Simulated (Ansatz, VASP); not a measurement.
RbMg2: VASP beside Ansatz

```
CELL_PARAMETERS angstrom
1.88326 -13.34705 0.00000
1.88326 13.34705 0.00000
0.00000 0.00000 4.73370
ATOMIC_POSITIONS crystal
Rb 0.67285 0.32715 0.25000
Rb 0.32715 0.67285 0.75000
Mg 0.45122 0.54878 0.25000
Mg 0.04250 0.95750 0.25000
Mg 0.95750 0.04250 0.75000
Mg 0.54878 0.45122 0.75000
```

Change from the starting cell: volume scaled by 0.94.

Alike in both runs: task single point; functional PBE; k mesh 7 × 7 × 6; occupations fermi-dirac, width 0.05 eV; no spin polarisation.

```csv
,VASP,Ansatz
version,VASP 6.6.1,Ansatz 0.2.0
potentials or method,"VASP PAW PBE potentials, release 64 (Rb_sv, Mg)",Ansatz PAW
plane-wave cutoff (eV),520,420
valence electrons in the cell,26,58
```

Ansatz gave:

* gap on the k mesh at the Fermi level (eV): none
* pressure (GPa): 0.9
* largest component of the traceless stress (GPa): 0.42
* rms of the force components (eV/Å): 0.038

Question: Estimate VASP's values.

Answer: gap on the k mesh at the Fermi level (eV): none; pressure (GPa): 0.9; largest component of the traceless stress (GPa): 0.41; rms of the force components (eV/Å): 0.035.

Atom by atom the forces differ by 0.003 eV/Å (rms over components). A gap of «none» marks a metal or a gap that the smearing closes. The two sets of potentials don't hold the same shells in valence.
